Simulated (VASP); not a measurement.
Set up this calculation in VASP 6.6.1, as the native input.

```
Task                   : atomic charges
Functional             : PBE
Dispersion             : D2
Potentials or basis    : VASP PAW PBE potentials, release 64 (Pm_3, Sr_sv), 4f in core
Cutoff                 : 520 eV
k mesh                 : 4 × 4 × 4
Occupations            : tetrahedron
Spin                   : collinear spin, zero start
Starting moments       : [0.0, 0.0, 0.0, 0.0, 0.0, 0.0, 0.0, 0.0] μB
Hubbard terms          : Pm f U = 4 eV
Further INCAR settings : ALGO = Fast; EDIFF = 1e-06
```

The structure of Sr3Pm lies in POSCAR:

```
Sr3Pm
1.0
    8.1795939149      0.0000000000      0.0000000000
   -4.0897969574      7.0837361229      0.0000000000
    0.0000000000      0.0000000000      6.5639580000
Pm Sr
2 6
Cartesian
   -0.0000000004      4.7224907488      4.9229685000
    4.0897969579      2.3612453741      1.6409895000
    0.0000000000      2.4310320522      1.6409895000
   -1.9844614428      5.8682200968      1.6409895000
    1.9844614429      5.8682200968      1.6409895000
    4.0897969575      4.6527040707      4.9229685000
    6.0742584003      1.2155160261      4.9229685000
    2.1053355146      1.2155160261      4.9229685000
```

The cell comes from a database or a generator and needn't be the stable form of this composition.

These files were run (other wordings do the same):

INCAR

```
SYSTEM = Sr3Pm
PREC = Accurate
ENCUT = 520
EDIFF = 1E-6
ISMEAR = -5
SIGMA = 0.005
LREAL = .FALSE.
LASPH = .TRUE.
NELM = 120
ALGO = Fast
ISIF = 2
LWAVE = .FALSE.
LCHARG = .TRUE.
ISPIN = 2
MAGMOM = 0 0 0 0 0 0 0 0
LORBIT = 10
LMAXMIX = 6
LDAU = .TRUE.
LDAUTYPE = 2
LDAUL = 3 -1
LDAUU = 4 0
LDAUJ = 0 0
LDAUPRINT = 1
GGA = PE
IVDW = 1
LELF = .TRUE.
LVHAR = .TRUE.
```

KPOINTS

```
Automatic mesh
0
G
  4 4 4
  0 0 0
```

Potentials or basis: VASP PAW PBE potentials, release 64 (Pm_3, Sr_sv), 4f in core.

The run is started by

```bash
$ cat potpaw_PBE.64/Pm_3/POTCAR potpaw_PBE.64/Sr_sv/POTCAR > POTCAR
$ mpirun -np 1 vasp_std > vasp.out
```

Results of the run:

* Pressure: -3.4 GPa
* Largest force: 0.149 eV/Å
* Band gap on the k mesh: none (metal or under the smearing width)
* Net moment: 0.00 μB per cell
* Valence electrons inside the program's atomic spheres: Pm 9.17; Sr 7.95
* Dispersion energy per atom: -0.531 eV

Caveat: the magnetic or orbital state may not be the lowest; atom-pairwise D2, TS and ULG terms overbind metals; U is put on an f shell that these potentials keep in the core, so it has next to no effect; spin-orbit coupling is left out, which moves the levels of the heavy elements; the 4f electrons are frozen in the core as for a trivalent ion, so they carry no moment and show no levels; pairwise dispersion overbinds metals, which lowers pressure and volume; the U is typed as a test and isn't derived for this compound; tetrahedron occupations give inexact forces and stress in metals.

Run time: 15 min on 1 thread of Intel(R) Xeon(R) 6975P-C (Granite Rapids), with other jobs on the host, peak memory 0.82 GiB.
